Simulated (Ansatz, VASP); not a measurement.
## Cross-check of GePt between VASP and Ansatz

Aim: how closely do two programs agree when they are given the same cell, functional and k mesh? The cell is generated by rule, not measured, and may not be a known phase. The cell is taken from a series of runs on this material, whose earlier steps may have relaxed, scaled, displaced or heated it; both programs get it as it stands.

Main program and level: Ansatz 0.2.0; plane waves, with VASP 6.6.1 beside it; single point at r2SCAN.

The structure was built from a prototype and need not be the compound's stable phase.

**1. Starting point**

The structure is monoclinic, space group P2/m (No. 10). Conventional cell: a = 4.465 Å, b = 3.157 Å, c = 4.465 Å, α = 90.00°, β = 90.00°, γ = 90.00°. Pt has 8 Ge at 2.68 to 2.80 Å and 1 Pt at 2.73 Å nearest. Ge has 8 Pt at 2.68 to 2.80 Å and 1 Ge at 2.91 Å nearest. Farther neighbours are not listed.

**2. Ansatz: single point, r2SCAN**

Ansatz runs on its default PAW (the set named soft_2) files.

With cell and atoms fixed, the geometry can't cause a difference; cores, projectors, grids and the points listed under the comparison can.

File input.yaml:

```yaml
crystal:
  lattice:
    - [-3.1569466852, 0.0, 0.0]
    - [0.0, -3.1569466852, -3.1569466852]
    - [0.0, -3.1569466852, 3.1569466852]
  atoms:
    - { symbol: Pt, position: [0.0, 0.4730725573, 0.4587314552] }
    - { symbol: Pt, position: [0.0, 0.0269274427, 0.0412685448] }
    - { symbol: Ge, position: [0.5, -0.0154576822, 0.5236901832] }
    - { symbol: Ge, position: [0.5, 0.5154576822, -0.0236901832] }
kpoints:
  mp_grid: { grid: [14, 10, 10] }
hamiltonian:
  xc: r2scan
scf:
  occupations: { method: methfessel_paxton, width: 0.2 }
output:
  forces: true
  stress: true
  eigenvalues: true
```

Run with:

```console
ansatz run input.yaml --threads 4 --pin off --max-ram 7168MiB --backend cpu --events-out ev --progress --plain --runs-dir out
```

Numbers of over 12 decimals in the logs are rounded to 6 here.

Log:

```text
Engine: ansatz 0.2.0, aarch64-unknown-linux-gnu
Pseudopotentials: kind: paw
Pseudopotential: Pt, paw, valence charge 18, recommended cutoff 500 eV (meta_gga), Pt.paw.azcp
Pseudopotential: Ge, paw, valence charge 14, recommended cutoff 500 eV (meta_gga), Ge.paw.azcp
Functional definition: r2SCAN
  parameter k0 = 0.174
  parameter k1 = 0.065
  parameter a1 = 4.9479
  exchange = r2scan_x(k0 = k0, k1 = k1, a1 = a1)
  correlation = r2scan_c
Crystal: 4 atoms, lattice volume = 62.926 Å³
Basis set: ecut = 500 eV, 1583 PW (Γ), exchange–correlation on 96×144×144 points (64 copies of the dense FFT grid, shifted against one another)
Bands: 39, of which v1, the nominal top of the filled ones, is band 32 counted from 1 (31 counted from 0)
Symmetry: 4 space group operations
Space group: P2/m (ITA 10), of the structure as read, at distance tolerance 4.0e-5 Å
k-points: 416 of 1400
Non-local potential: Pt, projectors of the file, l = 0: 3, l = 1: 2, l = 2: 2, l = 3: 1
Non-local potential: Ge, projectors of the file, l = 0: 2, l = 1: 2, l = 2: 3, l = 3: 1
PAW form: soft (Blöchl's): semilocal exchange-correlation on the pseudo side does not see the compensation charge
PAW frozen core: Pt, regenerated for the run's functional (the file was generated under x = pbe(κ = 0.804, μ = 0.219515), c = pbe(β = 0.066725))
PAW frozen core: Ge, regenerated for the run's functional (the file was generated under x = pbe(κ = 0.804, μ = 0.219515), c = pbe(β = 0.066725))
PAW one-centre angular grid: Pt, 590 points (default); XC on 160 Gauss nodes
PAW one-centre angular grid: Ge, 590 points (default); XC on 160 Gauss nodes
Initial density: superposition of atomic densities (neutral atoms: chi_scale 0, normalization atom), corrected by the library's trained network
Initial wavefunctions: pseudopotential atomic-orbital guess
Functional: x = r2scan, c = r2scan; τ floored in thin density (d = 2e-4 eV/Å³)
SCF iter   1: F=—  HF=-33679.397564 eV  |F-HF|=—  |Δ(HF+E_count)|=         —  Δρ=1.09e-2  dr2=6.71e-2  dr2_τ=2.19e-2  ethr=1.77e-3  ⟨swp⟩=5.1  Hψ=55660  notcnv=0
preconditioner: auto → Kerker (q_TF=auto, 2.736 Å⁻¹)  [metal: Δε(μ)=0.002 eV  Ē_g=18.111 eV  σ=0.200 eV  W_gap=0.01  n_scr=18 (ndim 8)  ℏωp=32.4 eV  f_vac=0.000  D(μ)=1.88/eV (n_scr^D=10)]
SCF iter   2: F=—  HF=-33679.421610 eV  |F-HF|=—  |Δ(HF+E_count)|=   2.40e-2  S|Δr|=    0.00e0  Δρ=4.44e-3  dr2=8.62e-3  dr2_τ=1.78e-3  ethr=1.05e-4  ⟨swp⟩=2.0  Hψ=29552  notcnv=0
SCF iter   3: F=—  HF=-33679.423479 eV  |F-HF|=—  |Δ(HF+E_count)|=   1.87e-3  S|Δr|=    0.00e0  Δρ=1.90e-3  dr2=1.31e-3  dr2_τ=9.08e-5  ethr=1.35e-5  ⟨swp⟩=2.0  Hψ=19894  notcnv=0
SCF iter   4: F=—  HF=-33679.424242 eV  |F-HF|=—  |Δ(HF+E_count)|=   7.63e-4  S|Δr|=    0.00e0  Δρ=6.17e-4  dr2=2.04e-4  dr2_τ=2.10e-5  ethr=2.04e-6  ⟨swp⟩=2.0  Hψ=25460  notcnv=0
SCF iter   5: F=—  HF=-33679.424331 eV  |F-HF|=—  |Δ(HF+E_count)|=   8.88e-5  S|Δr|=    0.00e0  Δρ=2.54e-4  dr2=3.93e-5  dr2_τ=1.07e-6  ethr=3.19e-7  ⟨swp⟩=2.0  Hψ=25572  notcnv=0
SCF iter   6: F=—  HF=-33679.424386 eV  |F-HF|=—  |Δ(HF+E_count)|=   5.46e-5  S|Δr|=    0.00e0  Δρ=4.67e-5  dr2=7.98e-7  dr2_τ=1.33e-7  ethr=6.14e-8  ⟨swp⟩=2.0  Hψ=25514  notcnv=0
SCF iter   7: F=—  HF=-33679.424387 eV  |F-HF|=—  |Δ(HF+E_count)|=   1.01e-6  S|Δr|=    0.00e0  Δρ=1.68e-5  dr2=2.02e-7  dr2_τ=7.54e-9  ethr=1.56e-10  ⟨swp⟩=8.3  Hψ=70905  notcnv=0
SCF iter   8: F=-33679.424387 eV  HF=-33679.424387 eV  |F-HF|=9.65e-9  |Δ(HF+E_count)|=   1.30e-7  S|Δr|=    0.00e0  Δρ=5.27e-6  dr2=2.67e-8  dr2_τ=1.92e-9  ethr=1.56e-10  ⟨swp⟩=4.2  Hψ=51785  notcnv=0
SCF 1 converged in 8 iterations: F = -33679.424387 eV  dr2 = 2.67e-8
  greatest PAW one-centre occupation: 1.000 electrons in one spin orbital (limit 2), on the Pt atom at site 1 (counted from 0), in its partial waves of l = 0
SCF converged after 8 iterations
Stability not checked: this state was not tested for a lower state beside it, because cold or Methfessel-Paxton smearing, or corrected tetrahedra, fill the levels in a way that the test cannot read (fill_not_monotonic; see scf.lower_state_search)
Free energy (F): -33679.424387 eV
Harris-Foulkes:  -33679.424387 eV  (|F-HF|=9.65e-9)
Internal energy: -33679.422435 eV  (E = F + TS)
E sigma→0 (E₀):  -33679.423899 eV
Entropy (-TS):   -0.001952 eV (-0.488 meV/atom)
Fermi energy:    18.149762 eV
--- Per-component energies (eV) ---
  E_band       = -533.687771
  E_kinetic    = 1503.040067
  E_local      = -7139.413894  (includes V_loc(G=0)·N_el)
  E_nonlocal   = 1242.776814
  E_hartree    = 2932.703956
  E_xc         = -640.204970
  E_vxc        = -814.851644  (∫ρ·V_xc dr)
  E_paw        = -23026.238777  (= ΣΔE_a)
  E_vpaw       = -1242.411778  (= ΣTr[D̂ρ^β])
  E_aug_tail   = 0.000339  (compensation charges beyond the density's cutoff)
  E_vtau       = 51.770226  (kinetic-family band-sum trace: ∫τ·v_τ [+ j·A + Jᵃ·Aᵃ] dr)
  E_ewald      = -8549.451448
  E_core_change = -2.634520  (= ΣΔE_core)
  E_smearing   = -0.001952  (= −TS)
  E_closure    = -0.000000  (closes the sum)
  Σ components = -33679.424387   (vs F -33679.424387, Δ=0.00e0)
--- Forces (eV/Å), atoms counted from 1 ---
  atom   1  Pt     0.00000000    -0.70180191    -0.05142531
  atom   2  Pt     0.00000000     0.70180191     0.05142531
  atom   3  Ge     0.00000000     0.00979805    -0.02845281
  atom   4  Ge     0.00000000    -0.00979805     0.02845281
  max |Σ_I F_I| component: 0.00e0 eV/Å
--- Stress (GPa, compression-positive) ---
       -0.012511       0.000000       0.000000
        0.000000       7.298395       0.250226
        0.000000       0.250226       0.151784
  P = ⅓ Tr σ = 2.4792 GPa (24.792 kbar)
--- Band table (eV; the first three rows and the last of 416) ---
  k-point 0: bands = [... 28 lower, 15.9390, 16.2067, 16.2512, 17.9897, 18.8432, 20.0652, 20.3510, 21.4791, ... 3 higher]
  k-point 1: bands = [... 28 lower, 15.9002, 16.0429, 16.3299, 18.1199, 19.0953, 20.0984, 20.2795, 21.2187, ... 3 higher]
  k-point 2: bands = [... 28 lower, 15.6368, 15.8273, 16.5176, 18.1225, 19.5296, 19.9747, 20.8538, 21.0827, ... 3 higher]
  k-point 415: bands = [... 28 lower, 15.1044, 15.5788, 16.8141, 16.9309, 17.9179, 18.2897, 19.2421, 19.3555, ... 3 higher]
```

The column dr2 measures how far the density is from self-consistency, as an energy; F and HF (Harris–Foulkes) agree once it is small.

The run ends at a pressure of 2.48 GPa, with forces up to 0.70 eV/Å.

**3. VASP: single point, r2SCAN**

The same cell, functional, mesh and smearing now go to VASP, with its own data sets.

Lines of VASP's logs that name or quote its potential files are left out, and so is its time.

File INCAR:

```
SYSTEM = GePt
PREC = Accurate
ENCUT = 550
EDIFF = 1E-06
NELM = 120
ISMEAR = 1
SIGMA = 0.2
LREAL = .FALSE.
ALGO = Normal
METAGGA = R2SCAN
LASPH = .TRUE.
NBANDS = 30
LORBIT = 11
LWAVE = .FALSE.
LCHARG = .FALSE.
ISIF = 2
GGA_COMPAT = .FALSE.
LMIXTAU = .TRUE.
KPAR = 2
```

File POSCAR:

```
GePt
1.0
   -3.1569466852      0.0000000000      0.0000000000
    0.0000000000     -3.1569466852     -3.1569466852
    0.0000000000     -3.1569466852      3.1569466852
Pt Ge
2 2
Direct
    0.0000000000      0.4730725573      0.4587314552
    0.0000000000      0.0269274427      0.0412685448
    0.5000000000      0.9845423178      0.5236901832
    0.5000000000      0.5154576822      0.9763098168
```

File KPOINTS:

```
Automatic mesh
0
Gamma
14 10 10
0 0 0
```

Potentials, in the order of the species: Pt and Ge_d (PBE family, release 64).

Run with:

```console
mpirun -np 2 vasp_std
```

Log:

```text
[banner, memory and clock lines left out]
running    2 mpi-ranks, on    1 nodes
 distrk:  each k-point on    1 cores,    2 groups
 distr:  one band on    1 cores,    1 groups

 POSCAR found type information on POSCAR PtGe
 POSCAR found :  2 types and       4 ions
|                                                                             |
|               ----> ADVICE to this user running VASP <----                  |
|                                                                             |
|     You enforced a specific xc type in the INCAR file but a different       |
|     [... a line on the potential file left out ...]
|     I HOPE YOU KNOW WHAT YOU ARE DOING!                                     |
|                                                                             |

 LDA part: xc-table for (None), standard interpolation
 POSCAR, INCAR and KPOINTS ok, starting setup
 FFT: planning ... GRIDC
 FFT: planning ... GRID_SOFT
 FFT: planning ... GRID
 WAVECAR not read
 entering main loop
       N       E                     dE             d eps       ncg     rms          rms(c)
DAV:   1     0.355956675713E+03    0.35596E+03   -0.24282E+04 32110   0.435E+03
DAV:   2    -0.695121734512E+02   -0.42547E+03   -0.40501E+03 25036   0.933E+02
DAV:   3    -0.137104163541E+03   -0.67592E+02   -0.64575E+02 27808   0.193E+02
DAV:   4    -0.140179996281E+03   -0.30758E+01   -0.30376E+01 29036   0.458E+01
DAV:   5    -0.140258236929E+03   -0.78241E-01   -0.78219E-01 28298   0.769E+00    0.150E+01
DAV:   6    -0.131205015585E+03    0.90532E+01   -0.61845E+00 25908   0.198E+01    0.942E+00
DAV:   7    -0.130693754658E+03    0.51126E+00   -0.71996E-01 27318   0.637E+00    0.452E+00
DAV:   8    -0.130804823364E+03   -0.11107E+00   -0.23944E-01 25796   0.300E+00    0.163E+00
DAV:   9    -0.130742493728E+03    0.62330E-01   -0.15286E-01 26784   0.275E+00    0.246E-01
DAV:  10    -0.130814694084E+03   -0.72200E-01   -0.41870E-02 26040   0.128E+00    0.133E-01
DAV:  11    -0.130812002090E+03    0.26920E-02   -0.47635E-03 28944   0.459E-01    0.152E-01
DAV:  12    -0.130813921763E+03   -0.19197E-02   -0.83185E-04 26382   0.189E-01    0.557E-02
DAV:  13    -0.130815001235E+03   -0.10795E-02   -0.49977E-04 27570   0.133E-01    0.144E-02
DAV:  14    -0.130815051538E+03   -0.50303E-04   -0.75737E-05 27018   0.654E-02    0.111E-02
DAV:  15    -0.130815054667E+03   -0.31285E-05   -0.14263E-05 23332   0.225E-02    0.327E-03
DAV:  16    -0.130815055718E+03   -0.10514E-05   -0.41667E-06 23350   0.131E-02    0.157E-03
DAV:  17    -0.130815056280E+03   -0.56203E-06   -0.26650E-07 13062   0.356E-03
   1 F= -.13081506E+03 E0= -.13081441E+03  d E =-.194266E-02
```

From OUTCAR (step 3):

```text
ion  position               nearest neighbor table
   1  0.000  0.473  0.459-   4 2.68   4 2.68   3 2.71   3 2.71   2 2.73   3 2.79   3 2.79   4 2.80
                             4 2.80   2 3.10   2 3.28
   2  0.000  0.027  0.041-   3 2.68   3 2.68   4 2.71   4 2.71   1 2.73   4 2.79   4 2.79   3 2.80
                             3 2.80   1 3.10   1 3.28
   3  0.500  0.985  0.524-   2 2.68   2 2.68   1 2.71   1 2.71   1 2.79   1 2.79   2 2.80   2 2.80
                             4 2.91
   4  0.500  0.515  0.976-   1 2.68   1 2.68   2 2.71   2 2.71   2 2.79   2 2.79   1 2.80   1 2.80
                             3 2.91

  LATTYP: Found a simple tetragonal cell.
 ALAT       =     4.4645968179
 C/A-ratio  =     0.7071067812

 Subroutine GETGRP returns: Found  4 space group operations
 (whereof  2 operations were pure point group operations)

The static configuration has the point symmetry C_1h.
 The point group associated with its full space group is C_2h.

 Found    416 irreducible k-points:

   k-points           NKPTS =    416   k-points in BZ     NKDIM =    416   number of bands    NBANDS=     30

   dimension x,y,z NGX =    24 NGY =   36 NGZ =   36
   dimension x,y,z NGXF=    48 NGYF=   72 NGZF=   72

   ENCUT  =  550.0 eV  40.42 Ry    6.36 a.u.   6.04  8.54  8.54*2*pi/ulx,y,z

   NELECT =      48.0000    total number of electrons

 k-points in reciprocal lattice and weights: Automatic mesh
   0.00000000  0.00000000  0.00000000       0.001
   0.07142857  0.00000000  0.00000000       0.001
   0.14285714  0.00000000  0.00000000       0.001
   0.21428571  0.00000000  0.00000000       0.001
   0.28571429  0.00000000  0.00000000       0.001
   0.35714286  0.00000000  0.00000000       0.001
   0.42857143  0.00000000  0.00000000       0.001
   0.50000000  0.00000000  0.00000000       0.001
   0.00000000  0.10000000  0.00000000       0.001
[...]
0.42857143  0.50000000  0.50000000       0.001
   0.50000000  0.50000000  0.50000000       0.001

 average (electrostatic) potential at core
       1 -69.7261       2 -69.7261       3 -74.8589       4 -74.8589

 E-fermi :   9.7480

 k-point     1 :       0.0000    0.0000    0.0000
  band No.  band energies     occupation
    ...
     20       7.1710      2.00000
     21       7.5492      2.00000
     22       7.8146      2.00000
     23       7.8576      2.00000
     24       9.5917      1.97029
     25      10.4336     -0.00001
     26      11.6604     -0.00000
     27      11.9471     -0.00000
     28      13.0772     -0.00000
     29      14.8449      0.00000
    ...

 k-point     2 :       0.0714    0.0000    0.0000
  band No.  band energies     occupation
    ...
     20       7.0292      2.00000
     21       7.3598      2.00000
     22       7.9290      2.00000
     23       7.9611      2.00000
     24       9.4267      2.04552
     25      10.5158     -0.00000
     26      11.0216     -0.00000
     27      12.1533     -0.00000
     28      13.1907     -0.00000
     29      15.1390      0.00000
    ...

 k-point     3 :       0.1429    0.0000    0.0000
  band No.  band energies     occupation
    ...
     20       7.0361      2.00000
     21       7.4337      2.00000
     22       8.0817      2.00000
     23       8.3372      2.00000
     24       8.9465      2.00000
     25       9.9012      0.03837
     26      10.7125     -0.00000
     27      12.7153     -0.00000
     28      13.5275     -0.00000
     29      14.7350      0.00000
    ...

  Total        0.0261629      2.9307056      0.0921231      0.0000000      0.1013152      0.0000000
  in kB        0.6661400     74.6192766      2.3455645      0.0000000      2.5796061      0.0000000
  external PRESSURE =      25.8769937 kB  Pullay stress =       0.0000000 kB

  energy-cutoff  :      550.00
  volume of cell :       62.93
      direct lattice vectors                 reciprocal lattice vectors
    -3.156946685  0.000000000  0.000000000    -0.316761764  0.000000000  0.000000000
     0.000000000 -3.156946685 -3.156946685     0.000000000 -0.158380882 -0.158380882
     0.000000000 -3.156946685  3.156946685     0.000000000 -0.158380882  0.158380882

 POSITION                                       TOTAL-FORCE (eV/Angst)
 -----------------------------------------------------------------------------------
      0.00000     -2.94166     -0.04527         0.000000     -0.724163     -0.048592
      0.00000     -0.21529      0.04527         0.000000      0.724163      0.048592
     -1.57847     -4.76141     -1.45489         0.000000      0.009537     -0.018799
     -1.57847     -4.70943      1.45489         0.000000     -0.009537      0.018799
 -----------------------------------------------------------------------------------
    total drift:                               -0.000000     -0.000000      0.000000

  FREE ENERGIE OF THE ION-ELECTRON SYSTEM (eV)
  ---------------------------------------------------
  free  energy   TOTEN  =      -130.8150562805 eV

  energy  without entropy=     -130.8131136197  energy(sigma->0) =     -130.81440873

 total charge
# of ion       s       p       d       tot
------------------------------------------
    1        0.633   0.488   8.213   9.334
    2        0.633   0.488   8.213   9.334
    3        1.171   1.010  10.083  12.263
    4        1.171   1.010  10.083  12.263
--------------------------------------------------
tot          3.607   2.995  36.592  43.194

[... 3 further parts left out ...]
```

The run ends at a pressure of 2.59 GPa, with forces up to 0.73 eV/Å.

**4. Differences**

Known differences besides the potentials themselves: VASP keeps PBE cores, Ansatz makes them for the functional; the data sets hold 64 valence electrons in Ansatz (on its default PAW (the set named soft_2) files) and 48 in VASP; the cutoff is 500 eV in Ansatz and 550 eV in VASP. Total energies have different zeros and are not compared.

The two programs side by side:

| quantity | Ansatz | VASP | difference |
| --- | --- | --- | --- |
| pressure (GPa) | 2.48 | 2.59 | -0.11 |

Forces (eV/Å; atoms numbered as in POSCAR):

| atom | Ansatz x, y, z | VASP x, y, z |
| --- | --- | --- |
| Pt1 | 0.000, -0.702, -0.051 | 0.000, -0.724, -0.049 |
| Pt2 | 0.000, 0.702, 0.051 | 0.000, 0.724, 0.049 |
| Ge3 | 0.000, 0.010, -0.028 | 0.000, 0.010, -0.019 |
| Ge4 | 0.000, -0.010, 0.028 | 0.000, -0.010, 0.019 |

The forces differ by 10 meV/Å r.m.s., which is 3.4 % of the r.m.s. force of 0.296 eV/Å (both taken over all components).

**5. Summary of results**

| Quantity | Value |
| --- | --- |
| r.m.s. force difference (single point, r2SCAN) | 3.4 % of the r.m.s. force |

**Reading.** The r.m.s. force difference is 3.4 % of the r.m.s. force (single point, r2SCAN), beyond the 3 % picked in this series as the mark of a large difference. The data sets hold unlike numbers of valence electrons (64 in Ansatz and 48 in VASP), so part of the differences comes from the potentials. How closely two codes agree says nothing of how well the functional describes the real material.

[Lines on the potential files, build, host, timing and source positions are cut from VASP's logs without a mark.]

[Logs are printed without paths, hosts, clocks, repeated set-up lines and the standing remarks that a program may print on its own settings, such as how far it seeks lower states.]

[Hosts, paths, dates, database ids (printed as entryN), source tags and the programs' standing remarks are cut or masked in the printed files.]
